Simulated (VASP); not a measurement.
Computed with PBE GGA, VASP's PBE PAW potentials (set 64) (plane waves; VASP).

The input files of a VASP run:

### INCAR
```
SYSTEM = LaP
PREC = Accurate
ENCUT = 400
EDIFF = 1E-6
NELM = 100
ALGO = Normal
LREAL = .FALSE.
LASPH = .TRUE.
ISMEAR = -5
GGA = PE
LMAXMIX = 6
LWAVE = .FALSE.
LCHARG = .FALSE.
ISIF = 2
```

File KPOINTS:
```
Automatic mesh
0
Gamma
5 5 3
0 0 0
```

File POSCAR:
```
LaP
15.0510780
  0.2839607236   0.0000000000   0.0000000000
  0.0000000000   0.2839607236   0.0000000000
  0.0000000000   0.0000000000   0.5000000000
La P
2 2
Direct
  0.0000000000   0.5000000000   0.0000000000
  0.5000000000   0.0000000000   0.5000000000
  0.0000000000   0.0000000000   0.2500000000
  0.0000000000   0.0000000000   0.7500000000
```

POTCAR, in this order: La P (PBE.64 set). Program: vasp_std.

What VASP printed:

OSZICAR:
```
       N       E                     dE             d eps       ncg     rms          rms(c)
DAV:   1     0.330978319448E+03    0.33098E+03   -0.10157E+04   480   0.159E+03
DAV:   2     0.367217657827E+02   -0.29426E+03   -0.28988E+03   776   0.346E+02
DAV:   3    -0.215767778025E+02   -0.58299E+02   -0.57815E+02   776   0.190E+02
DAV:   4    -0.256162513899E+02   -0.40395E+01   -0.39823E+01   904   0.468E+01
DAV:   5    -0.260722029502E+02   -0.45595E+00   -0.45466E+00   840   0.144E+01    0.719E+00
DAV:   6    -0.237629552863E+02    0.23092E+01   -0.77173E+00   872   0.162E+01    0.447E+00
DAV:   7    -0.235447419149E+02    0.21821E+00   -0.11989E+00   856   0.930E+00    0.241E+00
DAV:   8    -0.235442439118E+02    0.49800E-03   -0.14709E-01   904   0.347E+00    0.753E-01
DAV:   9    -0.235527747733E+02   -0.85309E-02   -0.29926E-02   944   0.130E+00    0.335E-01
DAV:  10    -0.235491639651E+02    0.36108E-02   -0.79819E-03   848   0.888E-01    0.920E-02
DAV:  11    -0.235494220999E+02   -0.25813E-03   -0.96162E-04   744   0.285E-01    0.487E-02
DAV:  12    -0.235498368509E+02   -0.41475E-03   -0.44404E-04   872   0.123E-01    0.121E-02
DAV:  13    -0.235497980785E+02    0.38772E-04   -0.37835E-05   864   0.452E-02    0.935E-03
DAV:  14    -0.235498288661E+02   -0.30788E-04   -0.15403E-05   800   0.297E-02    0.311E-03
DAV:  15    -0.235498074541E+02    0.21412E-04   -0.70679E-07   408   0.906E-03    0.583E-04
DAV:  16    -0.235498020334E+02    0.54207E-05   -0.24787E-07   384   0.980E-03    0.420E-04
DAV:  17    -0.235498024673E+02   -0.43384E-06   -0.12832E-07   372   0.610E-03
   1 F= -.23549802E+02 E0= -.23549802E+02  d E =0.000000E+00
```

File OUTCAR:
```
------------------------ aborting loop because EDIFF is reached ----------------------------------------
  FORCE on cell =-STRESS in cart. coord.  units (eV):
  Direction    XX          YY          ZZ          XY          YZ          ZX
  --------------------------------------------------------------------------------------
  Total        1.4156135      1.4156135      1.3797750     -0.0000000      0.0000000      0.0000000
  in kB       16.4993144     16.4993144     16.0816088     -0.0000000      0.0000000      0.0000000
  external PRESSURE =      16.3600792 kB  Pullay stress =       0.0000000 kB
  volume of cell :      137.46
      direct lattice vectors                 reciprocal lattice vectors
     4.273915000  0.000000000  0.000000000     0.233977512  0.000000000  0.000000000
     0.000000000  4.273915000  0.000000000     0.000000000  0.233977512  0.000000000
     0.000000000  0.000000000  7.525539000     0.000000000  0.000000000  0.132880847
 POSITION                                       TOTAL-FORCE (eV/Angst)
 -----------------------------------------------------------------------------------
      0.00000      2.13696      0.00000         0.000000      0.000000      0.000000
      2.13696      0.00000      3.76277         0.000000      0.000000      0.000000
      0.00000      0.00000      1.88138         0.000000      0.000000      0.000000
      0.00000      0.00000      5.64415         0.000000      0.000000     -0.000000
 -----------------------------------------------------------------------------------
    total drift:                                0.000000      0.000000      0.000000
  FREE ENERGIE OF THE ION-ELECTRON SYSTEM (eV)
  ---------------------------------------------------
  free  energy   TOTEN  =       -23.5498024673 eV

  energy  without entropy=      -23.5498024673  energy(sigma->0) =      -23.54980247
```
(Selected blocks of OUTCAR.)

For a metal the tetrahedron method with Blöchl corrections gives inexact stress and forces.

The structure was generated: LaP was put into the PtS type (P4_2/mmc), which need not be its known phase. The cell was not relaxed at this level. The run is one of a series of settings (ISMEAR = -5, SIGMA removed against the base run), some of them coarse on purpose.
